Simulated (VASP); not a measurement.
These are MS2 meta-GGA, VASP's PBE PAW potentials (set 64) (plane waves; VASP 6.6.1) values and carry that method's errors.

VASP ran on this input.

File KPOINTS:
```
Automatic mesh
0
Gamma
10 10 5
0 0 0
```

File POSCAR:
```
BN
1
    1.2950217073    -2.2430436161     0.0000000000
    1.2950217073     2.2430436161     0.0000000000
    0.0000000000     0.0000000000     4.2838278069
B N
2 2
Direct
  0.6666670000   0.3333330000   0.5002118906
  0.3333330000   0.6666670000   0.0002118906
  0.6666670000   0.3333330000   0.8747881094
  0.3333330000   0.6666670000   0.3747881094
```

INCAR:
```
! general
SYSTEM  = BN
PREC    = Accurate
ENCUT   = 520
LREAL   = F
LASPH   = T

! electronic loop
EDIFF   = 1E-7
NELM    = 100
ALGO    = Normal
LMIXTAU = T

! smearing
ISMEAR  = 0
SIGMA   = 0.05

! functional
METAGGA = MS2

! ions
IBRION  = 2
NSW     = 30
ISIF    = 4
EDIFFG  = -0.01

! output
LWAVE   = F
LCHARG  = F
```

POTCAR, in this order: B N (PBE.64 set). Program: vasp_std.

Predict the energy per atom (σ→0).

```
Item                            Result
---------------------  ---------------
energy per atom (σ→0)  -10.563 eV/atom
```

### OSZICAR
```
...
DAV:   8    -0.422529316650E+02   -0.27914E-05   -0.29294E-08   532   0.274E-03    0.869E-04
DAV:   9    -0.422529286081E+02    0.30569E-05   -0.13021E-08   516   0.147E-03    0.439E-04
DAV:  10    -0.422529321338E+02   -0.35257E-05   -0.10640E-08   516   0.174E-03    0.170E-04
DAV:  11    -0.422529305406E+02    0.15932E-05   -0.69862E-09   516   0.107E-03    0.270E-04
DAV:  12    -0.422529316111E+02   -0.10705E-05   -0.10217E-09   516   0.431E-04    0.103E-04
DAV:  13    -0.422529315049E+02    0.10619E-06   -0.19478E-10   516   0.164E-04    0.424E-05
DAV:  14    -0.422529315581E+02   -0.53188E-07   -0.17627E-11   516   0.450E-05
   3 F= -.42252932E+02 E0= -.42252932E+02  d E =-.787720E-04
```

The compound is BN in the wurtzite structure, a metastable high-pressure form. This cell is one point of a volume scan, at 1.06 of the reference volume. Symmetry was kept, so distortions that lower it aren't found.
